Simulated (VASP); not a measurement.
Data:

```xyz
2
Lattice="0.0000 3.1838 3.2916 3.3232 0.0000 3.2916 3.3232 3.1838 0.0000" Properties=species:S:1:pos:R:3 pbc="T T T"
Hg     0.0000     0.0000     0.0000
Te     1.6931     1.5919     1.6458
```

The numbers are results of PBE GGA, VASP's PBE PAW potentials (set 64) (plane waves; VASP), not measurements. Run with 400 eV cut-off, KSPACING 0.6 per Å, Gaussian smearing of 0.050 eV, potentials Hg Te.

Problem. Give the force on each atom (eV/Å).

Solution. 
```
atom      Fx     Fy     Fz
----  ------  -----  -----
Hg1    0.117  0.000  0.000
Te2   -0.117  0.000  0.000
```

Problem. Give the stress tensor in GPa (positive for a compressed cell).

Solution. 
```
 3.42   0.00   0.00
 0.00   3.52  -0.46
 0.00  -0.46   3.51
```
The pressure is its mean diagonal, 3.48 GPa.

The compound is HgTe in the zinc blende structure. The cell was not relaxed at this level, atoms are displaced from their ideal sites. The run is one of a series of settings (KGAMMA = .FALSE., KSPACING = 0.6, KPOINTS file removed against the base run), some of them coarse on purpose.
